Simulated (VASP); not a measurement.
Here is the system:

```yaml
crystal:
  lattice:
    - [4.12880, 0.00000, 0.00000]
    - [0.00000, 4.12880, 0.00000]
    - [0.00000, 0.00000, 4.12880]
  atoms:
    - { symbol: K, position: [0.00000, 0.00000, 0.00000] }
    - { symbol: Zn, position: [0.50000, 0.50000, 0.50000] }
    - { symbol: F, position: [0.50000, 0.00000, 0.50000] }
    - { symbol: F, position: [0.00000, 0.50000, 0.50000] }
    - { symbol: F, position: [0.50000, 0.50000, 0.00000] }
```

Calculation: PBE GGA, VASP's PBE PAW potentials (set 64) (plane waves; VASP). Numerical set-up: 520 eV cut-off, 6×6×6 Γ-centred mesh, Gaussian smearing of 0.010 eV, potentials K_sv Zn F.

Q: Give the electronic dielectric tensor ε∞ (DFPT, local fields included).

A: 
```
2.35  0.00  0.00
0.00  2.35  0.00
0.00  0.00  2.35
```

Q: Give the Born effective charges.

A: 
| atom | Z*xx | Z*yy | Z*zz | mean |
|---|---|---|---|---|
| K1 | 1.19 | 1.19 | 1.19 | 1.19 |
| Zn2 | 2.32 | 2.32 | 2.32 | 2.32 |
| F3 | -0.90 | -1.72 | -0.90 | -1.17 |
| F4 | -1.72 | -0.90 | -0.90 | -1.17 |
| F5 | -0.90 | -0.90 | -1.72 | -1.17 |

The compound is KZnF3 in the cubic perovskite structure. It was relaxed first, which changed the volume by +6 %.
